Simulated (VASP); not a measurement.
Input:

```
MgSe
1.0
    0.00000     2.82169     2.82169
    2.82169     0.00000     2.82169
    2.82169     2.82169     0.00000
Mg Se
1 1
Direct
  0.00000   0.00000   0.00000
  0.25000   0.25000   0.25000
```

Method: PBEsol GGA, VASP's PBE PAW potentials (set 64) (plane waves; VASP). Settings: 500 eV cut-off, 8×8×8 Γ-centred mesh, Gaussian smearing of 0.050 eV, potentials Mg Se.

Energy and stress use the plane-wave basis of the starting cell.

Question: The ions, cell shape and volume at an external pressure of 20.0 GPa are relaxed. Give the cell that the relaxation ends in.

Answer: 
```
MgSe
1.0
    0.00000     2.73159     2.73159
    2.73159     0.00000     2.73159
    2.73159     2.73159     0.00000
Mg Se
1 1
Cartesian
  5.46317   2.73159   2.73159
  1.36579   1.36579   1.36579
```
Space group F-43m (216), at a tolerance of 0.03 Å.

Question: How do energy and volume change from the first to the last step?

Answer: The energy (σ→0) changes by +190.1 meV/atom and the volume by -9.3 %, in 4 ionic steps.

The structure was generated: MgSe was put into the zinc blende type (F-43m), which need not be its known phase. This run relaxes it under an external pressure of 20 GPa. Symmetry was kept, so distortions that lower it aren't found.
